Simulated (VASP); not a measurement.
Given:

```xyz
8
Lattice="4.4159 0.0000 0.0000 0.0000 8.8279 0.0000 0.0000 0.0000 6.2049" Properties=species:S:1:pos:R:3 pbc="T T T"
Cd     0.0000     2.0981     0.0560
Cd     0.0000     6.7298     0.0560
Cd     2.2079     0.0000     3.1493
Cd     2.2079     4.4140     2.9406
Te     0.0000     4.4140     4.6653
Se     2.2079     2.1378     1.5528
Se     2.2079     6.6901     1.5528
Se     0.0000     0.0000     4.6419
```

All values below come from r2SCAN meta-GGA, VASP's PBE PAW potentials (set 64) (plane waves; VASP 6.6.1). Settings: 400 eV cut-off, 6×3×4 Γ-centred mesh, tetrahedra with Blöchl corrections, potentials Cd Te Se.

Unless said otherwise, spin-orbit coupling is left out, though it shifts the bands of the heavy elements here.

Task: Tabulate the total density of states (states/eV per cell) against energy (eV; zero at the valence-band maximum or, without a gap, the Fermi level).

Result: 
| E (eV) | DOS (states/eV) |
|---|---|
| -9.92 | 0.00 |
| -9.70 | 0.00 |
| -9.59 | 0.00 |
| -9.37 | 0.00 |
| -9.26 | 0.00 |
| -9.03 | 0.00 |
| -8.81 | 0.00 |
| -8.70 | 0.00 |
| -8.48 | 0.00 |
| -8.25 | 105 |
| -8.14 | 51.6 |
| -7.92 | 14.8 |
| -7.81 | 13.7 |
| -7.58 | 15.2 |
| -7.36 | 0.00 |
| -7.25 | 0.00 |
| -7.03 | 0.00 |
| -6.80 | 0.00 |
| -6.69 | 0.00 |
| -6.47 | 0.00 |
| -6.36 | 0.00 |
| -6.14 | 0.00 |
| -5.91 | 0.00 |
| -5.80 | 0.00 |
| -5.58 | 0.00 |
| -5.36 | 0.00 |
| -5.25 | 0.00 |
| -5.02 | 0.00 |
| -4.91 | 0.00 |
| -4.69 | 0.00 |
| -4.47 | 0.21 |
| -4.35 | 1.46 |
| -4.13 | 16.0 |
| -4.02 | 10.4 |
| -3.80 | 3.48 |
| -3.57 | 3.00 |
| -3.46 | 2.83 |
| -3.24 | 1.98 |
| -3.02 | 1.50 |
| -2.91 | 1.29 |
| -2.68 | 1.85 |
| -2.57 | 4.84 |
| -2.35 | 9.22 |
| -2.13 | 6.25 |
| -2.01 | 7.81 |
| -1.79 | 8.95 |
| -1.57 | 8.69 |
| -1.46 | 8.91 |
| -1.23 | 7.41 |
| -1.12 | 7.20 |
| -0.90 | 8.51 |
| -0.68 | 4.82 |
| -0.57 | 3.93 |
| -0.34 | 2.20 |
| -0.23 | 1.21 |
| -0.01 | 0.08 |
| 0.21 | 0.00 |
| 0.33 | 0.00 |
| 0.55 | 0.00 |
| 0.77 | 0.00 |
| 0.88 | 0.00 |
| 1.11 | 0.01 |
| 1.22 | 0.02 |
| 1.44 | 0.05 |
| 1.66 | 0.09 |
| 1.77 | 0.12 |
| 2.00 | 0.29 |
| 2.22 | 0.71 |
| 2.33 | 0.91 |
| 2.55 | 1.28 |
| 2.67 | 1.55 |
| 2.89 | 2.50 |
| 3.11 | 3.29 |
| 3.22 | 3.93 |
| 3.45 | 4.99 |
| 3.67 | 5.50 |
| 3.78 | 5.76 |
| 4.00 | 6.31 |
| 4.11 | 5.85 |
| 4.34 | 4.79 |
Within 2 eV below the valence-band maximum the largest weight inside VASP's projection spheres is Se p, then Te p.

The structure comes from a computed database's Cd4TeSe3 entry (Pmm2); how it stands against other phases isn't given here. It was relaxed first.
